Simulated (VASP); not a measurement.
The system is BN.

```xyz
4
Lattice="2.5500 0.0000 0.0000 -1.2750 2.2084 0.0000 0.0000 0.0000 4.2100" Properties=species:S:1:pos:R:3 pbc="T T T"
B     0.0000    1.4722    0.0000
B     1.2750    0.7361    2.1050
N     0.0000    1.4722    1.5766
N     1.2750    0.7361    3.6816
```

The cell was built by a generator and needn't be a form met in nature.

* Program: VASP 6.6.1
* Task: relaxation of cell and atoms
* Functional: LDA
* Potentials or basis: VASP PAW LDA potentials, release 64 (B, N)
* Cutoff: 600 eV
* k mesh: 12 × 12 × 8
* Occupations: fermi-dirac, width 0.05 eV
* Spin: no spin polarisation

At the start: pressure -10.6 GPa; volume 5.93 Å³/atom.

Question: How do energy, volume and symmetry change on relaxing?

Answer: Over 8 steps the energy falls by 5.5 meV/atom and the volume is 5.76 Å³/atom (-2.7 %); space group P6_3mc (No. 186, to 0.05 Å).

The path:
| step | energy change (eV) | largest force (eV/Å) | pressure (GPa) | volume (Å³) |
| --- | --- | --- | --- | --- |
| 1 | 0.0000 | 0.0125 | -10.59 | 23.71 |
| 2 | 0.0037 | 0.0711 | 12.54 | 22.39 |
| 3 | -0.0221 | 0.0235 | -0.06 | 23.06 |
| 4 | -0.0221 | 0.0243 | 0.17 | 23.05 |
| 5 | -0.0221 | 0.0257 | 0.16 | 23.05 |
| 6 | -0.0221 | 0.0014 | 0.17 | 23.05 |
| 7 | -0.0221 | 0.0009 | -0.12 | 23.07 |
| 8 | -0.0221 | 0.0001 | 0.00 | 23.06 |

Final structure:
```yaml
crystal:
  lattice:
    - [2.52465, 0.00000, 0.00000]
    - [-1.26233, 2.18641, 0.00000]
    - [0.00000, 0.00000, 4.17739]
  atoms:
    - { symbol: B, position: [0.33333, 0.66667, 0.00005] }
    - { symbol: B, position: [0.66667, 0.33333, 0.50005] }
    - { symbol: N, position: [0.33333, 0.66667, 0.37445] }
    - { symbol: N, position: [0.66667, 0.33333, 0.87445] }
```
